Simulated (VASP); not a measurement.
Consider the following.

```
CELL_PARAMETERS angstrom
      0.00000     2.82903     2.82903
      2.82903     0.00000     2.82903
      2.82903     2.82903     0.00000
ATOMIC_POSITIONS crystal
  Ag 0.00000 0.00000 0.00000
  Br 0.50000 0.50000 0.50000
```

These are HSE06 screened hybrid, VASP's PBE PAW potentials (set 64) (plane waves; VASP 6.6.1) values and carry that method's errors. Run with 520 eV cut-off, 6×6×6 Γ-centred mesh, Gaussian smearing of 0.050 eV, potentials Ag Br.

**Question.** Estimate the energy per atom (σ→0), pressure, band gap (on the k-mesh) with the smallest direct gap where there is one.

**Answer.** 
```
Item                                          Value
-----------------------------------  --------------
band gap (on the k-mesh)                    2.01 eV
smallest direct gap (on the k-mesh)         4.03 eV
energy per atom (σ→0)                -3.035 eV/atom
pressure                                   4.31 GPa
```

Only differences to runs with the same potentials and settings are physical.

The compound is AgBr in the rock salt structure. This cell is one point of a volume scan, at 0.91 of the reference volume. The cell's shape comes from a PBE relaxation.
